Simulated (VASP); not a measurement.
Consider the following.

```xyz
2
Lattice="2.8225 0.0000 0.0000 0.0000 2.8225 0.0000 0.0000 0.0000 3.5538" Properties=species:S:1:pos:R:3 pbc="T T T"
Cu     0.0000     0.0000     0.0000
Au     1.4113     1.4113     1.7769
```

These are AM05 GGA, VASP's PBE PAW potentials (set 64) (plane waves; VASP 6.6.1) values and carry that method's errors. Run with 520 eV cut-off, Gaussian smearing of 0.050 eV, potentials Cu Au.

Q: Give the energies of bands 1 to 14 at the high-symmetry points, in eV from the Fermi level.

A: 
```
band       Γ      X      M      Z      R      A
----  ------  -----  -----  -----  -----  -----
1     -10.11  -6.98  -7.37  -8.11  -7.21  -6.77
2      -6.80  -5.60  -5.99  -6.47  -6.86  -5.99
3      -6.67  -5.57  -5.99  -6.02  -4.76  -5.99
4      -4.27  -4.81  -5.94  -3.94  -4.39  -3.67
5      -4.27  -4.27  -1.85  -3.94  -4.01  -3.38
6      -3.26  -3.43  -1.85  -3.56  -2.75  -3.38
7      -2.87  -3.13  -1.80  -3.34  -2.01  -3.19
8      -2.17  -3.12  -1.77  -2.93  -1.85  -2.22
9      -1.76  -2.56  -1.39  -2.50  -1.62  -1.84
10     -1.54  -2.34  -1.39  -2.50  -1.56  -1.77
11     -1.54  -1.04   0.27  -2.37  -1.24   5.28
12      2.59  -0.38   0.27  -2.13  -1.23   5.49
13      8.99   9.95   4.87  14.07   2.69   5.49
14      9.56  10.03   6.81  14.48   4.64   6.01
```

It has no gap at this level: it comes out as a metal or semimetal.

The compound is CuAu in the L1_0 structure. It was relaxed first.
